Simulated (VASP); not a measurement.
# B2Pt (Fd-3m) in VASP: settings compared

The runs below take B2Pt through relaxation of cell and atoms, relaxation of the atoms, with PBE, RPBE.

Program: VASP 6.6.1. These are calculated values, not measurements. Logs are shortened: lines on timing, memory, paths and dates and some standing lists are left out, and cuts for length are marked.

**1. Starting point**

It takes space group Fd-3m (No. 227, cubic). The conventional cell has a = 6.469 Å, b = 6.469 Å, c = 6.469 Å, α = 90.00°, β = 90.00°, γ = 90.00°. Around B (site symmetry -3m) lie 6 B at 2.29 Å. Around Pt (site symmetry -43m) lie 12 B at 2.68 Å and 4 Pt at 2.80 Å.

The cell was built by a generator and needn't be a form met in nature.

**2. Relaxation of cell and atoms, PBE**

INCAR

```
SYSTEM = B2Pt
ALGO     = Normal         ! electronic algorithm
EDIFF    = 1E-6           ! SCF threshold, eV
EDIFFG   = -0.01          ! ionic threshold
ENCUT    = 600            ! plane-wave cutoff, eV
GGA      = PE             ! functional
IBRION   = 2              ! ionic algorithm
ISIF     = 3              ! what is computed and relaxed
ISMEAR   = 0              ! smearing method
LASPH    = .True.         ! aspherical terms in the spheres
LCHARG   = .False.        ! write CHGCAR
LREAL    = .False.        ! projectors in reciprocal space
LWAVE    = .False.        ! write WAVECAR
NELM     = 100            ! most SCF steps
NSW      = 60             ! ionic steps
PREC     = Accurate       ! precision mode
SIGMA    = 0.05           ! smearing width, eV
```

KPOINTS

```
k-points
0
Gamma
  7 7 7
  0 0 0
```

POSCAR

```
B2Pt
1.0
    0.0000000000      3.2343448700      3.2343448700
    3.2343448700      0.0000000000      3.2343448700
    3.2343448700      3.2343448700      0.0000000000
B Pt
4 2
Direct
    0.1250000000      0.1250000000      0.1250000000
    0.6250000000      0.1250000000      0.1250000000
    0.1250000000      0.1250000000      0.6250000000
    0.1250000000      0.6250000000      0.1250000000
    0.5000000000      0.5000000000      0.5000000000
    0.7500000000      0.7500000000      0.7500000000
```

Potentials or basis: VASP PAW PBE potentials, release 64 (B, Pt).

The run is started by

```bash
$ cat potpaw_PBE.64/B/POTCAR potpaw_PBE.64/Pt/POTCAR > POTCAR
$ mpirun -np 1 vasp_std > vasp.out
```

OUTCAR:

```text
SYSTEM = B2Pt
   EDIFF = 1E-6
   EDIFFG = -0.01
   ENCUT = 600
   GGA = PE
   IBRION = 2
   ISIF = 3
   ISMEAR = 0
   LASPH = .True.
   LREAL = .False.
   NELM = 100
   NSW = 60
   PREC = Accurate

 ion  position               nearest neighbor table
   1  0.125  0.125  0.125-   6 2.68   6 2.68   6 2.68   5 2.68   5 2.68   5 2.68
   2  0.625  0.125  0.125-   5 2.68   6 2.68   6 2.68   6 2.68   5 2.68   5 2.68
   3  0.125  0.125  0.625-   5 2.68   6 2.68   6 2.68   6 2.68   5 2.68   5 2.68
   4  0.125  0.625  0.125-   5 2.68   6 2.68   6 2.68   6 2.68   5 2.68   5 2.68
   5  0.500  0.500  0.500-   2 2.68   3 2.68   4 2.68   1 2.68   2 2.68   3 2.68   1 2.68   2 2.68
                             4 2.68   1 2.68   3 2.68   4 2.68   6 2.80   6 2.80   6 2.80   6 2.80
   6  0.750  0.750  0.750-   2 2.68   3 2.68   4 2.68   1 2.68   2 2.68   4 2.68   1 2.68   2 2.68
                             3 2.68   1 2.68   3 2.68   4 2.68   5 2.80   5 2.80   5 2.80   5 2.80

  LATTYP: Found a face centered cubic cell.
 ALAT       =     6.4686897400

  Lattice vectors:

 A1 = (   0.0000000000,   3.2343448700,   3.2343448700)
 A2 = (   3.2343448700,   0.0000000000,   3.2343448700)
 A3 = (   3.2343448700,   3.2343448700,   0.0000000000)

Analysis of symmetry for initial positions (statically):
=====================================================================
 Subroutine PRICEL returns:
 Original cell was already a primitive cell.

 Routine SETGRP: Setting up the symmetry group for a
 face centered cubic supercell.

 Subroutine GETGRP returns: Found 48 space group operations
 (whereof 24 operations were pure point group operations)
 out of a pool of 48 trial point group operations.

The static configuration has the point symmetry T_d .
 The point group associated with its full space group is O_h .

Analysis of symmetry for dynamics (positions and initial velocities):
=====================================================================
 Subroutine PRICEL returns:
 Original cell was already a primitive cell.

 Routine SETGRP: Setting up the symmetry group for a
 face centered cubic supercell.

 Subroutine GETGRP returns: Found 48 space group operations
 (whereof 24 operations were pure point group operations)
 out of a pool of 48 trial point group operations.

The dynamic configuration has the point symmetry T_d .
 The point group associated with its full space group is O_h .

 Subroutine INISYM returns: Found 48 space group operations
 (whereof 24 operations are pure point group operations),
 and found     1 'primitive' translations

----------------------------------------------------------------------------------------

                                     Primitive cell

  volume of cell :      67.6689

  direct lattice vectors                    reciprocal lattice vectors
     0.000000000  3.234344870  3.234344870    -0.154590812  0.154590812  0.154590812
     3.234344870  0.000000000  3.234344870     0.154590812 -0.154590812  0.154590812
     3.234344870  3.234344870  0.000000000     0.154590812  0.154590812 -0.154590812

  length of vectors
     4.574054381  4.574054381  4.574054381     0.267759141  0.267759141  0.267759141

  position of ions in fractional coordinates (direct lattice)
     0.125000000  0.125000000  0.125000000
     0.625000000  0.125000000  0.125000000
     0.125000000  0.125000000  0.625000000
     0.125000000  0.625000000  0.125000000
     0.500000000  0.500000000  0.500000000
     0.750000000  0.750000000  0.750000000

  ion indices of the primitive-cell ions
   primitive index   ion index
                 1           1
                 2           2
                 3           3
                 4           4
                 5           5
                 6           6

----------------------------------------------------------------------------------------

 KPOINTS: k-points

Automatic generation of k-mesh.
 Grid dimensions read from file:
 generate k-points for:    7    7    7

 Generating k-lattice:

  Cartesian coordinates                     Fractional coordinates (reciprocal lattice)
    -0.022084402  0.022084402  0.022084402     0.142857143  0.000000000  0.000000000
     0.022084402 -0.022084402  0.022084402     0.000000000  0.142857143  0.000000000
     0.022084402  0.022084402 -0.022084402     0.000000000  0.000000000  0.142857143

  Length of vectors
     0.038251306  0.038251306  0.038251306

  Shift w.r.t. Gamma in fractional coordinates (k-lattice)
     0.000000000  0.000000000  0.000000000

 Subroutine IBZKPT returns following result:
 ===========================================

 Found     20 irreducible k-points:

 Following reciprocal coordinates:
            Coordinates               Weight
  0.000000  0.000000  0.000000      1.000000
  0.142857  0.000000  0.000000      8.000000
  0.285714  0.000000  0.000000      8.000000
  0.428571  0.000000  0.000000      8.000000
  0.142857  0.142857  0.000000      6.000000
  0.285714  0.142857  0.000000     24.000000
[... 12 lines left out ...]
 -0.428571  0.428571  0.142857     24.000000
 -0.285714  0.428571  0.142857     24.000000
   k-points           NKPTS =     20   k-points in BZ     NKDIM =     20   number of bands    NBANDS=     20
   number of dos      NEDOS =    301   number of ions     NIONS =      6
   total plane-waves  NPLWV =  64000
   dimension x,y,z NGX =    40 NGY =   40 NGZ =   40
   dimension x,y,z NGXF=    80 NGYF=   80 NGZF=   80
   ions per type =               4   2
   NGX,Y,Z   is equivalent  to a cutoff of  14.54, 14.54, 14.54 a.u.
   NGXF,Y,Z  is equivalent  to a cutoff of  29.08, 29.08, 29.08 a.u.
 SYSTEM =  B2Pt
   PREC   = accura    normal or accurate (medium, high low for compatibility)
   ISTART =      0    job   : 0-new  1-cont  2-samecut
   ICHARG =      2    charge: 1-file 2-atom 10-const
   ISPIN  =      1    spin polarized calculation?
   LNONCOLLINEAR =      F non collinear calculations
   LSORBIT =      F    spin-orbit coupling
   LASPH  =      T    aspherical Exc in radial PAW
   ENCUT  =  600.0 eV  44.10 Ry    6.64 a.u.   9.14  9.14  9.14*2*pi/ulx,y,z
   NELM   =    100;   NELMIN=  2; NELMDL= -5     # of ELM steps
   EDIFF  = 0.1E-05   stopping-criterion for ELM
   LREAL  =      F    real-space projection
   EDIFFG = -.1E-01   stopping-criterion for IOM
   NSW    =     60    number of steps for IOM
   IBRION =      2    ionic relax: 0-MD 1-quasi-New 2-CG
   NFREE  =      1    steps in history (QN), initial steepest desc. (CG)
   ISIF   =      3    stress and relaxation
   ISYM   =      2    0-nonsym 1-usesym 2-fastsym
   POTIM  = 0.5000    time-step for ionic-motion
   TEBEG  =    0.0;   TEEND  =   0.0 temperature during run
   PSTRESS=    0.0 pullay stress
   NELECT =      32.0000    total number of electrons
   NUPDOWN=      -1.0000    fix difference up-down
   EMIN   =  10.00;   EMAX   =-10.00  energy-range for DOS
   EFERMI =   0.00;   METHOD = LEGACY
   ISMEAR =     0;   SIGMA  =   0.05  broadening in eV -4-tet -1-fermi 0-gaus
   EFERMI_NEDOS =   21; number of points for ismear=-14 and -15
   IALGO  =     38    algorithm
   IMIX   =      4    mixing-type and parameters
     AMIX     =   0.40;   BMIX     =  1.00
     AMIX_MAG =   1.60;   BMIX_MAG =  1.00
  volume/ion in A,a.u.               =      11.28        76.11
  Fermi-wavevector in a.u.,A,eV,Ry     =   1.275445  2.410242 22.133423  1.626761
  Thomas-Fermi vector in A             =   2.408157
   LORBIT       =      0    0 simple, 1 ext, 2 COOP (PROOUT), +10 PAW based schemes
   GGA     = PE    functional components
   LHFCALC =     F    Hartree Fock is set to
   AEXX    =    0.0000 exact exchange contribution
   IVDW    =     0    specifies the selected vdW correction
   LEPSILON=     F    determine dielectric tensor
   LRPA    =     F    only Hartree local field effects (RPA)
 conjugate gradient relaxation of ions
 non-spin polarized calculation
 Gauss-broadening in eV      SIGMA  =   0.05
  energy-cutoff  :      600.00
  volume of cell :       67.67
 maximum number of plane-waves:      2281
 NGX is ok and might be reduce to    40

--------------------------------------- Ionic step        1  -------------------------------------------

 number of electron      31.9999998 magnetization

 Free energy of the ion-electron system (eV)
  ---------------------------------------------------
  ext. energy  EPLUGINS =         0.00000000
  ---------------------------------------------------
  free energy    TOTEN  =       -30.80827698 eV

  energy without entropy =      -30.80208173  energy(sigma->0) =      -30.80517935

 E-fermi :   8.3629     XC(G=0): -12.2055

 val. band max:        8.3201591144   @ k =   0.2857   0.1429   0.0000
 cond. band min:       8.3685041331   @ k =   0.4286   0.0000   0.0000
 fundamental gap:      0.0483450187
 Fermi energy:         8.3629445776

 k-point     1 :       0.0000    0.0000    0.0000
  band No.  band energies     occupation
      1      -4.9133      2.00000
      2       2.0673      2.00000
      3       2.2210      2.00000
      4       2.2210      2.00000
      5       2.6625      2.00000
      6       2.6625      2.00000
[... 12 lines left out ...]
     19       9.1215      0.00000
     20      11.2405      0.00000

 k-point     2 :       0.1429    0.0000    0.0000
  band No.  band energies     occupation
      1      -4.7076      2.00000
      2       1.0545      2.00000
      3       1.9179      2.00000
      4       1.9179      2.00000
      5       2.2483      2.00000
      6       2.7068      2.00000
[... 528 lines left out ...]
 POSITION                                       TOTAL-FORCE (eV/Angst)
 -----------------------------------------------------------------------------------
      0.76555      0.76555      0.76555         0.000000      0.000000      0.000000
      0.76555      2.29666      2.29666         0.000000      0.000000      0.000000
      2.29666      2.29666      0.76555         0.000000      0.000000      0.000000
      2.29666      0.76555      2.29666         0.000000      0.000000      0.000000
      3.06221      3.06221      3.06221        -0.000000     -0.000000     -0.000000
      4.59332      4.59332      4.59332         0.000000      0.000000      0.000000
 -----------------------------------------------------------------------------------
    total drift:                               -0.000000     -0.000000      0.000000

  FREE ENERGIE OF THE ION-ELECTRON SYSTEM (eV)
  ---------------------------------------------------
  free  energy   TOTEN  =       -31.8720696778 eV

  energy  without entropy=      -31.8672819841  energy(sigma->0) =      -31.86967583

--------------------------------------- Ionic step        4  -------------------------------------------

 number of electron      32.0000001 magnetization

 Free energy of the ion-electron system (eV)
  ---------------------------------------------------
  ext. energy  EPLUGINS =         0.00000000
  ---------------------------------------------------
  free energy    TOTEN  =       -31.87254689 eV

  energy without entropy =      -31.86786465  energy(sigma->0) =      -31.87020577

 E-fermi :  11.0344     XC(G=0): -13.0299

 val. band max:       11.0292672241   @ k =   0.2857   0.1429   0.0000
 cond. band min:      11.1545281498   @ k =  -0.2857   0.1429   0.0000
 fundamental gap:      0.1252609257
 Fermi energy:        11.0343615521

 k-point     1 :       0.0000    0.0000    0.0000
  band No.  band energies     occupation
      1      -4.2413      2.00000
      2       3.1845      2.00000
      3       3.1845      2.00000
      4       3.3036      2.00000
      5       3.8324      2.00000
      6       3.8324      2.00000
[... 12 lines left out ...]
     19      11.8915      0.00000
     20      14.2701      0.00000

 k-point     2 :       0.1429    0.0000    0.0000
  band No.  band energies     occupation
      1      -4.0033      2.00000
      2       2.2684      2.00000
      3       2.9731      2.00000
      4       2.9731      2.00000
      5       3.4012      2.00000
      6       3.8852      2.00000
[... 439 lines left out ...]
 VOLUME and BASIS-vectors are now :
 -----------------------------------------------------------------------------
  energy-cutoff  :      600.00
  volume of cell :       57.24
      direct lattice vectors                 reciprocal lattice vectors
     0.000000000  3.058772399  3.058772399    -0.163464271  0.163464271  0.163464271
     3.058772399  0.000000000  3.058772399     0.163464271 -0.163464271  0.163464271
     3.058772399  3.058772399  0.000000000     0.163464271  0.163464271 -0.163464271

 POSITION                                       TOTAL-FORCE (eV/Angst)
 -----------------------------------------------------------------------------------
      0.76469      0.76469      0.76469         0.000000     -0.000000     -0.000000
      0.76469      2.29408      2.29408         0.000000     -0.000000     -0.000000
      2.29408      2.29408      0.76469         0.000000     -0.000000     -0.000000
      2.29408      0.76469      2.29408         0.000000     -0.000000     -0.000000
      3.05877      3.05877      3.05877        -0.000000     -0.000000     -0.000000
      4.58816      4.58816      4.58816         0.000000      0.000000      0.000000
 -----------------------------------------------------------------------------------
    total drift:                               -0.000000     -0.000000      0.000000

  FREE ENERGIE OF THE ION-ELECTRON SYSTEM (eV)
  ---------------------------------------------------
  free  energy   TOTEN  =       -31.8725468896 eV

  energy  without entropy=      -31.8678646507  energy(sigma->0) =      -31.87020577

 reached required accuracy - stopping structural energy minimisation
```

Run time: 95 s. Hardware: 1 thread of Intel Xeon Platinum 8488C (Sapphire Rapids), shared host; peak memory 0.25 GiB.

What came out:

- Free energy: -31.8725 eV
- Relaxed volume: 9.54 Å³/atom
- Relaxed cell: a = 4.326 Å, b = 4.326 Å, c = 4.326 Å, α = 60.00°, β = 60.00°, γ = 60.00°
- Space group after relaxing (to 0.05 Å): Fd-3m (No. 227)
- Energy gained by relaxing: 177.4 meV/atom
- Ionic steps: 4
- Pressure after relaxing: 0.0 GPa
- Band gap on the k mesh: none (metal or under the smearing width)

Step by step:
```csv
step,energy change (eV),largest force (eV/Å),pressure (GPa),volume (Å³)
1,0.0000,0.0000,-27.55,67.67
2,-0.2420,0.0000,43.37,50.40
3,-1.0638,0.0000,-0.83,57.43
4,-1.0643,0.0000,0.01,57.24
```

Final structure:
```yaml
crystal:
  lattice:
    - [0.00000, 3.05877, 3.05877]
    - [3.05877, 0.00000, 3.05877]
    - [3.05877, 3.05877, 0.00000]
  atoms:
    - { symbol: B, position: [0.12500, 0.12500, 0.12500] }
    - { symbol: B, position: [0.62500, 0.12500, 0.12500] }
    - { symbol: B, position: [0.12500, 0.12500, 0.62500] }
    - { symbol: B, position: [0.12500, 0.62500, 0.12500] }
    - { symbol: Pt, position: [0.50000, 0.50000, 0.50000] }
    - { symbol: Pt, position: [0.75000, 0.75000, 0.75000] }
```

Levels at points of the mesh, in eV from the Fermi level:
```csv
k point,band 12,band 13,band 14,band 15,band 16,band 17,band 18,band 19,band 20
"(0.00, 0.00, 0.00)",-2.31,-0.93,-0.86,-0.86,-0.86,0.86,0.86,0.86,3.24
```

Caveat: the volume moved by over 15 % at a fixed basis, so the end points are rough. The run has no spin-orbit coupling, so splittings on Pt are missing.

**3. Relaxation of the atoms, RPBE**

run.py

```python
from ase.calculators.vasp import Vasp
from ase.spacegroup import crystal

atoms = crystal(
    ['B', 'Pt'],
    basis=[[0.125, 0.625, 0.125], [0.5, 0.0, 0.5]],
    spacegroup=227,
    setting=1,
    cellpar=[6.46868974, 6.46868974, 6.46868974, 90.0, 90.0, 90.0],
    primitive_cell=True,
)
calc = Vasp(
    directory='calc',
    xc='rpbe',
    pp='PBE',
    setups='gw',
    prec='Accurate',
    encut=600,
    ediff=1e-07,
    ismear=-5,
    sigma=0.05,
    lreal=False,
    lasph=True,
    nelm=80,
    algo='Normal',
    isif=2,
    lwave=False,
    lcharg=False,
    ibrion=2,
    nsw=60,
    ediffg=-0.01,
    kpts=[7, 7, 7],
    gamma=True,
)
atoms.calc = calc

print('energy (eV):', atoms.get_potential_energy())
print('free energy (eV):', atoms.get_potential_energy(force_consistent=True))
print('forces (eV/A):')
print(atoms.get_forces())
print('stress (eV/A^3, Voigt):', atoms.get_stress())
print('Fermi level (eV):', calc.get_fermi_level())
print('cell (A, degrees):', atoms.cell.cellpar())
print('volume (A^3):', atoms.get_volume())
print('scaled positions:')
print(atoms.get_scaled_positions())
```

Potentials or basis: VASP PAW PBE potentials, release 64 (B_GW, Pt_sv_GW).

The run is started by

```bash
$ python run.py
```

Run time: 80 s. Hardware: 1 thread of Intel Xeon Platinum 8488C (Sapphire Rapids), shared host; peak memory 0.26 GiB.

The run converged. Its results:

```
Free energy             : -28.4330 eV
Pressure after relaxing : -25.3 GPa
Band gap on the k mesh  : none (metal or under the smearing width)
```

Final structure:
```cif
data_structure
_symmetry_space_group_name_H-M 'P 1'
_symmetry_Int_Tables_number 1
_cell_length_a 4.5741
_cell_length_b 4.5741
_cell_length_c 4.5741
_cell_angle_alpha 60.000
_cell_angle_beta 60.000
_cell_angle_gamma 60.000
_cell_volume 67.67
loop_
_atom_site_label
_atom_site_type_symbol
_atom_site_fract_x
_atom_site_fract_y
_atom_site_fract_z
_atom_site_occupancy
B1 B 0.12500 0.62500 0.62500 1
B2 B 0.62500 0.12500 0.62500 1
B3 B 0.62500 0.62500 0.12500 1
B4 B 0.62500 0.62500 0.62500 1
Pt1 Pt 0.00000 0.00000 0.00000 1
Pt2 Pt 0.25000 0.25000 0.25000 1
```

Levels at points of the mesh, in eV from the Fermi level:
| k point | band 22 | band 23 | band 24 | band 25 | band 26 | band 27 |
| --- | --- | --- | --- | --- | --- | --- |
| (0.00, 0.00, 0.00) | -1.02 | -1.02 | -0.78 | 0.75 | 0.75 | 0.75 |

Caveat: the relaxation stopped at its first step, so nothing moved; the PAW data sets were made with another functional, which shifts forces and pressure a little. The run has no spin-orbit coupling, so splittings on Pt are missing.
